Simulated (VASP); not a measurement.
Write the native input for VASP 6.6.1 that does the following.

```
Task                   : single point
Functional             : PBE
Potentials or basis    : VASP PAW PBE potentials, release 64 (Ca_sv, Sc_sv)
Cutoff                 : 520 eV
k mesh                 : 6 × 6 × 6
Occupations            : gaussian, width 0.1 eV
Spin                   : no spin polarisation
Dipole correction      : no
Further INCAR settings : ALGO = Fast; EDIFF = 1e-06; NBANDS = 18
```

The structure of CaSc lies in POSCAR:

```
CaSc
1.0
    0.0000000000      2.7309314100      2.7309314100
    2.7309314100      0.0000000000      2.7309314100
    2.7309314100      2.7309314100      0.0000000000
Ca Sc
1 1
Direct
    0.5000000000      0.5000000000      0.5000000000
    0.0000000000      0.0000000000      0.0000000000
```

The cell was built by a generator and needn't be a form met in nature.

The cell isn't the ideal one: random cell by space group and Wyckoff sites (Fm-3m, No. 225).

The input as run:

INCAR

```
SYSTEM = CaSc
PREC     = Accurate       ! precision mode
ENCUT    = 520            ! plane-wave cutoff, eV
EDIFF    = 1E-6           ! SCF threshold, eV
ISMEAR   = 0              ! smearing method
SIGMA    = 0.1            ! smearing width, eV
LREAL    = .False.        ! projectors in reciprocal space
LASPH    = .True.         ! aspherical terms in the spheres
NELM     = 80             ! most SCF steps
ALGO     = Fast           ! electronic algorithm
ISIF     = 2              ! what is computed and relaxed
LWAVE    = .False.        ! write WAVECAR
LCHARG   = .True.         ! write CHGCAR
GGA      = PE             ! functional
LELF     = .True.         ! ELF
LVHAR    = .True.       
NBANDS   = 18             ! bands
```

KPOINTS

```
Automatic mesh
0
Gamma
  6 6 6
  0 0 0
```

Potentials or basis: VASP PAW PBE potentials, release 64 (Ca_sv, Sc_sv).

Command:

```bash
$ cat potpaw_PBE.64/Ca_sv/POTCAR potpaw_PBE.64/Sc_sv/POTCAR > POTCAR
$ mpirun -np 1 vasp_std > vasp.out
```

Results of the run:

```yaml
Pressure: 20.0 GPa
Band_gap_on_the_k_mesh: none (metal or under the smearing width)
```

Caveat: so large a pressure means that the cell lies far from this level's equilibrium, or that cutoff or potentials fall short.

It took 29 s on 1 thread of Intel(R) Xeon(R) Platinum 8375C CPU @ 2.90GHz (Ice Lake), on a shared host, peak memory 0.17 GiB.
